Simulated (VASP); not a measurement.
These are r2SCAN meta-GGA, VASP's PBE PAW potentials (set 64) (plane waves; VASP 6.6.1) values and carry that method's errors.

Input for VASP

**INCAR**
```
# general
SYSTEM  = S
PREC    = Accurate
ENCUT   = 400
LREAL   = .FALSE.
LASPH   = .TRUE.

# electronic loop
EDIFF   = 1E-6   # SCF stop (eV)
NELM    = 100
ALGO    = Normal   # blocked Davidson
LMIXTAU = .TRUE.

# smearing
ISMEAR  = 1   # Methfessel-Paxton
SIGMA   = 0.1   # width (eV)

# functional
METAGGA = R2SCAN

# ions
IBRION  = 2   # conjugate gradients
NSW     = 60   # most ionic steps
ISIF    = 3   # ions, shape and volume
EDIFFG  = -0.01

# output
LWAVE   = .FALSE.
LCHARG  = .FALSE.
```

### POSCAR
```
S
1.0
 -1.5791659223   1.5791659223   1.5791659223
  1.5791659223  -1.5791659223   1.5791659223
  1.5791659223   1.5791659223  -1.5791659223
S
1
direct
  0.0000000000   0.0000000000   0.0000000000
```

### KPOINTS
```
K-points
0
gamma
  15 15 15
0 0 0
```

POTCAR, in this order: S (PBE.64 set). Program: vasp_std.

The run wrote:

OSZICAR:
```
       N       E                     dE             d eps       ncg     rms          rms(c)
DAV:   1     0.150568947839E+01    0.15057E+01   -0.26780E+03  1764   0.602E+02
DAV:   2    -0.817780119189E+01   -0.96835E+01   -0.91778E+01  2457   0.742E+01
DAV:   3    -0.831281296943E+01   -0.13501E+00   -0.13485E+00  2051   0.995E+00
DAV:   4    -0.831310948870E+01   -0.29652E-03   -0.29652E-03  2863   0.476E-01
DAV:   5    -0.831310952252E+01   -0.33825E-07   -0.33731E-07  2058   0.461E-03    0.793E+00
DAV:   6    -0.652974721853E+01    0.17834E+01   -0.40058E-01  2107   0.538E+00    0.460E+00
DAV:   7    -0.780590112773E+01   -0.12762E+01   -0.29947E-01  2100   0.502E+00    0.894E-01
DAV:   8    -0.675546365955E+01    0.10504E+01   -0.25768E-01  2170   0.442E+00    0.149E-01
DAV:   9    -0.675842960713E+01   -0.29659E-02   -0.17418E-03  2702   0.506E-01    0.551E-02
DAV:  10    -0.675953754453E+01   -0.11079E-02   -0.47658E-04  1988   0.296E-01    0.931E-02
DAV:  11    -0.676035050345E+01   -0.81296E-03   -0.45958E-04  1925   0.205E-01    0.462E-02
DAV:  12    -0.676035797165E+01   -0.74682E-05   -0.30188E-05  2310   0.707E-02    0.276E-02
DAV:  13    -0.676035851894E+01   -0.54729E-06   -0.57040E-06  2303   0.185E-02
   1 F= -.67603585E+01 E0= -.67601199E+01  d E =-.676036E+01
       N       E                     dE             d eps       ncg     rms          rms(c)
DAV:   1    -0.676093573473E+01   -0.57776E-03   -0.25609E-02  1680   0.113E+00    0.219E-01
DAV:   2    -0.676045155782E+01    0.48418E-03   -0.93332E-04  2156   0.279E-01    0.104E-01
DAV:   3    -0.676032962346E+01    0.12193E-03   -0.45816E-04  1701   0.210E-01    0.373E-02
DAV:   4    -0.676042205681E+01   -0.92433E-04   -0.35753E-05  2093   0.600E-02    0.246E-02
DAV:   5    -0.676043198608E+01   -0.99293E-05   -0.47948E-06  1960   0.294E-02    0.516E-03
DAV:   6    -0.676042484352E+01    0.71426E-05   -0.14587E-06  1897   0.141E-02    0.186E-03
DAV:   7    -0.676042776639E+01   -0.29229E-05   -0.27548E-07  1008   0.661E-03    0.108E-03
DAV:   8    -0.676042793814E+01   -0.17176E-06   -0.81069E-08   987   0.397E-03
   2 F= -.67604279E+01 E0= -.67601902E+01  d E =-.694192E-04
       N       E                     dE             d eps       ncg     rms          rms(c)
DAV:   1    -0.676055854548E+01   -0.13078E-03   -0.46203E-03  1694   0.482E-01    0.940E-02
DAV:   2    -0.676046943904E+01    0.89106E-04   -0.16553E-04  2121   0.115E-01    0.446E-02
DAV:   3    -0.676044111936E+01    0.28320E-04   -0.81987E-05  1715   0.882E-02    0.153E-02
DAV:   4    -0.676046191056E+01   -0.20791E-04   -0.70392E-06  1946   0.259E-02    0.100E-02
DAV:   5    -0.676046354496E+01   -0.16344E-05   -0.81821E-07  1106   0.123E-02    0.205E-03
DAV:   6    -0.676046637215E+01   -0.28272E-05   -0.29466E-07   945   0.632E-03    0.809E-04
DAV:   7    -0.676046560158E+01    0.77057E-06   -0.50773E-08   896   0.262E-03
   3 F= -.67604656E+01 E0= -.67602269E+01  d E =-.107083E-03
```

### OUTCAR
```
------------------------ aborting loop because EDIFF is reached ----------------------------------------
  FORCE on cell =-STRESS in cart. coord.  units (eV):
  Direction    XX          YY          ZZ          XY          YZ          ZX
  --------------------------------------------------------------------------------------
  Total        0.0031230      0.0031230      0.0031230      0.0000000      0.0000000      0.0000000
  in kB        0.3162060      0.3162060      0.3162060      0.0000000      0.0000000      0.0000000
  external PRESSURE =       0.3162060 kB  Pullay stress =       0.0000000 kB
  volume of cell :       15.82
      direct lattice vectors                 reciprocal lattice vectors
    -1.581560996  1.581560996  1.581560996     0.000000000  0.316143355  0.316143355
     1.581560996 -1.581560996  1.581560996     0.316143355  0.000000000  0.316143355
     1.581560996  1.581560996 -1.581560996     0.316143355  0.316143355  0.000000000
 POSITION                                       TOTAL-FORCE (eV/Angst)
 -----------------------------------------------------------------------------------
      0.00000      0.00000     -0.00000         0.000000      0.000000      0.000000
 -----------------------------------------------------------------------------------
    total drift:                                0.000000     -0.000000      0.000000
  FREE ENERGIE OF THE ION-ELECTRON SYSTEM (eV)
  ---------------------------------------------------
  free  energy   TOTEN  =        -6.7604656016 eV

  energy  without entropy=       -6.7597493913  energy(sigma->0) =       -6.76022686

 reached required accuracy - stopping structural energy minimisation
```
(Selected blocks of OUTCAR.)

CONTCAR:
```
S
   1.00000000000000
    -1.5815609964657165    1.5815609964657165    1.5815609964657165
     1.5815609964657165   -1.5815609964657165    1.5815609964657165
     1.5815609964657165    1.5815609964657165   -1.5815609964657165
  S
     1
Direct
     0.0000000000000000    0.0000000000000000    0.0000000000000000
```

### OUTCAR
```
 val. band max:        7.4147763920   @ k =  -0.4000   0.4000   0.2000

 cond. band min:       7.4500150445   @ k =   0.4667   0.0000   0.0000


 Fermi energy:         7.4339617530

 k-point     1 :       0.0000    0.0000    0.0000
  band No.  band energies     occupation
      1     -10.1615      2.00000
      2      10.7304      0.00000
      3      10.7304      0.00000
      4      10.7304      0.00000
      5      20.2506      0.00000
      6      20.2506      0.00000
      7      20.2506      0.00000

 k-point     2 :       0.0667    0.0000    0.0000
  band No.  band energies     occupation
      1     -10.0449      2.00000
      2      10.1656      0.00000
      3      10.5003      0.00000
      4      10.6969      0.00000
      5      19.9532      0.00000
      6      20.2197      0.00000
      7      20.7117      0.00000

 k-point     3 :       0.1333    0.0000    0.0000
  band No.  band energies     occupation
      1      -9.6978      2.00000
      2       8.7231     -0.00000
      3       9.9293      0.00000
      4      10.6005      0.00000
      5      19.2343      0.00000
      6      19.6869      0.00000
      7      21.9675      0.00000

 k-point     4 :       0.2000    0.0000    0.0000
  band No.  band energies     occupation
      1      -9.1289      2.00000
      2       6.8308      2.00000
      3       9.2336     -0.00000
      4      10.4554      0.00000
      5      18.3821      0.00000
      6      18.6133      0.00000
      7      23.4209      0.00000

 k-point     5 :       0.2667    0.0000    0.0000
  band No.  band energies     occupation
      1      -8.3578      2.00000
      2       4.7945      2.00000
      3       8.5702     -0.00000
      4      10.2855      0.00000
      5      17.5322      0.00000
      6      17.5859      0.00000
      7      24.0597      0.00000

 k-point     6 :       0.3333    0.0000    0.0000
  band No.  band energies     occupation
      1      -7.4275      2.00000
...
```

The structure was generated: S was put into the bcc type (Im-3m), which need not be its known phase. This run relaxes it. Symmetry was kept, so distortions that lower it aren't found. The start is the result of an earlier pass.
